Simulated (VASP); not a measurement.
All values below come from r2SCAN meta-GGA, VASP's PBE PAW potentials (set 64) (plane waves; VASP 6.6.1).

VASP ran on this input.

### POSCAR
```
Cd2TeS
1.0
  4.3879841593   0.0000000000   0.0000000000
 -2.1939920797   3.8001053980   0.0000000000
  0.0000000000   0.0000000000   7.1902335079
Cd Te S
2 1 1
Cart
  2.1939942736   1.2667005326   3.4010100565
 -2.1939920797   3.8001053980   0.1777484367
  4.3879841593   0.0000000000   4.5337038045
  2.1939942736   1.2667005326   0.8609491202
```

**KPOINTS**
```
Automatic mesh
0
Gamma
5 5 3
0 0 0
```

INCAR:
```
SYSTEM  =  Cd2TeS
PREC  =  Accurate; ENCUT  =  400; LREAL  =  .False.
LASPH  =  .True.
EDIFF  =  1E-6; NELM  =  100; ALGO  =  Normal
LMAXMIX  =  4; LMIXTAU  =  .True.
ISMEAR  =  0; SIGMA  =  0.05
METAGGA  =  R2SCAN
IBRION  =  2; NSW  =  60; ISIF  =  3
EDIFFG  =  -0.02
LWAVE  =  .False.; LCHARG  =  .False.
```

POTCAR, in this order: Cd Te S (PBE.64 set). Program: vasp_std.

The resulting files:

**OSZICAR**
```
       N       E                     dE             d eps       ncg     rms          rms(c)
DAV:   1     0.138130102548E+03    0.13813E+03   -0.15064E+04   528   0.120E+03
DAV:   2    -0.749497660429E+02   -0.21308E+03   -0.20921E+03   600   0.320E+02
DAV:   3    -0.857928065218E+02   -0.10843E+02   -0.10809E+02   642   0.749E+01
DAV:   4    -0.859082414722E+02   -0.11543E+00   -0.11540E+00   668   0.721E+00
DAV:   5    -0.859098643980E+02   -0.16229E-02   -0.16228E-02   644   0.740E-01    0.918E+00
DAV:   6    -0.795583490098E+02    0.63515E+01   -0.65117E+00   552   0.339E+01    0.103E+01
DAV:   7    -0.776563426305E+02    0.19020E+01   -0.65311E-01   528   0.791E+00    0.776E+00
DAV:   8    -0.779797345229E+02   -0.32339E+00   -0.53375E-01   534   0.731E+00    0.908E-01
DAV:   9    -0.753495173548E+02    0.26302E+01   -0.12185E+00   540   0.730E+00    0.117E+00
DAV:  10    -0.754991969791E+02   -0.14968E+00   -0.58080E-02   552   0.190E+00    0.112E+00
DAV:  11    -0.755040494407E+02   -0.48525E-02   -0.54571E-04   666   0.152E-01    0.109E+00
DAV:  12    -0.755321991659E+02   -0.28150E-01   -0.20925E-03   552   0.402E-01    0.109E+00
DAV:  13    -0.759363571188E+02   -0.40416E+00   -0.17141E-01   546   0.271E+00    0.122E+00
DAV:  14    -0.761014774924E+02   -0.16512E+00   -0.10927E-01   564   0.203E+00    0.132E+00
DAV:  15    -0.760952294406E+02    0.62481E-02   -0.43700E-03   570   0.428E-01    0.124E+00
DAV:  16    -0.760953493273E+02   -0.11989E-03   -0.18111E-04   624   0.961E-02    0.121E+00
DAV:  17    -0.761020142460E+02   -0.66649E-02   -0.49781E-03   606   0.562E-01    0.627E-01
DAV:  18    -0.761046192083E+02   -0.26050E-02   -0.17082E-02   612   0.839E-01    0.183E+00
DAV:  19    -0.761036205633E+02    0.99865E-03   -0.26596E-03   540   0.406E-01    0.143E+00
DAV:  20    -0.761044627778E+02   -0.84221E-03   -0.13631E-03   576   0.246E-01    0.106E+00
DAV:  21    -0.761045363154E+02   -0.73538E-04   -0.91654E-04   610   0.257E-01    0.541E-01
DAV:  22    -0.761044426570E+02    0.93658E-04   -0.85673E-04   636   0.212E-01    0.907E-02
DAV:  23    -0.761046739602E+02   -0.23130E-03   -0.15619E-04   540   0.925E-02    0.686E-02
DAV:  24    -0.761046922636E+02   -0.18303E-04   -0.22694E-05   618   0.403E-02    0.541E-02
DAV:  25    -0.761046963085E+02   -0.40449E-05   -0.14427E-05   540   0.266E-02    0.469E-02
DAV:  26    -0.761046976451E+02   -0.13366E-05   -0.85494E-07   384   0.780E-03    0.459E-02
DAV:  27    -0.761046976252E+02    0.19839E-07   -0.31890E-07   276   0.349E-03
   1 F= -.76104698E+02 E0= -.76104698E+02  d E =-.761047E+02
```

**OUTCAR**
```
------------------------ aborting loop because EDIFF is reached ----------------------------------------
  FORCE on cell =-STRESS in cart. coord.  units (eV):
  Direction    XX          YY          ZZ          XY          YZ          ZX
  --------------------------------------------------------------------------------------
  Total        0.0205328      0.0205328     -0.0090408     -0.0000000      0.0000000      0.0000000
  in kB        0.2743811      0.2743810     -0.1208127     -0.0000000      0.0000000      0.0000000
  external PRESSURE =       0.1426498 kB  Pullay stress =       0.0000000 kB
  volume of cell :      119.90
      direct lattice vectors                 reciprocal lattice vectors
     4.387984159  0.000000000  0.000000000     0.227895080  0.131575298  0.000000000
    -2.193992080  3.800105398  0.000000000     0.000000000  0.263150596  0.000000000
     0.000000000  0.000000000  7.190233508     0.000000000  0.000000000  0.139077542
 POSITION                                       TOTAL-FORCE (eV/Angst)
 -----------------------------------------------------------------------------------
      2.19399      1.26670      3.40101        -0.000000     -0.000000     -0.002302
      0.00000      0.00000      0.17775         0.000000      0.000000     -0.005181
      0.00000      0.00000      4.53370         0.000000      0.000000      0.003477
      2.19399      1.26670      0.86095        -0.000000     -0.000000      0.004006
 -----------------------------------------------------------------------------------
    total drift:                               -0.001983      0.001142      0.004743
  FREE ENERGIE OF THE ION-ELECTRON SYSTEM (eV)
  ---------------------------------------------------
  free  energy   TOTEN  =       -76.1046976252 eV

  energy  without entropy=      -76.1046976252  energy(sigma->0) =      -76.10469763

 reached required accuracy - stopping structural energy minimisation
```
(Selected blocks of OUTCAR.)

File OUTCAR:
```
 val. band max:        1.9746150111   @ k =   0.0000   0.0000   0.0000

 cond. band min:       2.4502280376   @ k =   0.0000   0.0000   0.0000


 Fermi energy:         2.1904087387

 k-point     1 :       0.0000    0.0000    0.0000
  band No.  band energies     occupation
      1     -11.3215      2.00000
      2      -9.4685      2.00000
      3      -6.8268      2.00000
      4      -6.8268      2.00000
      5      -6.7583      2.00000
      6      -6.5744      2.00000
      7      -6.5744      2.00000
      8      -6.5203      2.00000
      9      -6.5203      2.00000
     10      -6.3008      2.00000
     11      -6.3008      2.00000
     12      -6.0659      2.00000
     13      -2.8981      2.00000
     14       0.2711      2.00000
     15       0.2711      2.00000
     16       1.2450      2.00000
     17       1.9746      2.00000
     18       1.9746      2.00000
     19       2.4502      0.00000
     20       4.6011      0.00000
     21       7.4048      0.00000
     22       7.4048      0.00000

 k-point     2 :       0.2000    0.0000    0.0000
  band No.  band energies     occupation
      1     -11.2476      2.00000
      2      -9.3585      2.00000
      3      -6.7803      2.00000
      4      -6.7723      2.00000
      5      -6.7066      2.00000
      6      -6.5577      2.00000
      7      -6.5512      2.00000
      8      -6.5025      2.00000
      9      -6.4831      2.00000
     10      -6.3312      2.00000
     11      -6.2970      2.00000
     12      -5.9808      2.00000
     13      -2.6691      2.00000
     14      -0.8982      2.00000
     15      -0.0699      2.00000
     16       0.2293      2.00000
     17       1.0211      2.00000
     18       1.6136      2.00000
     19       3.7136      0.00000
     20       5.4777      0.00000
     21       6.7928      0.00000
     22       7.6398      0.00000

 k-point     3 :       0.4000   -0.0000    0.0000
  band No.  band energies     occupation
      1     -11.1286      2.00000
...
```

Unless said otherwise, spin-orbit coupling is left out, though it shifts the bands of the heavy elements here.

The structure comes from a computed database's Cd2TeS entry (P3m1); how it stands against other phases isn't given here. It was relaxed first. The start is the result of an earlier pass.
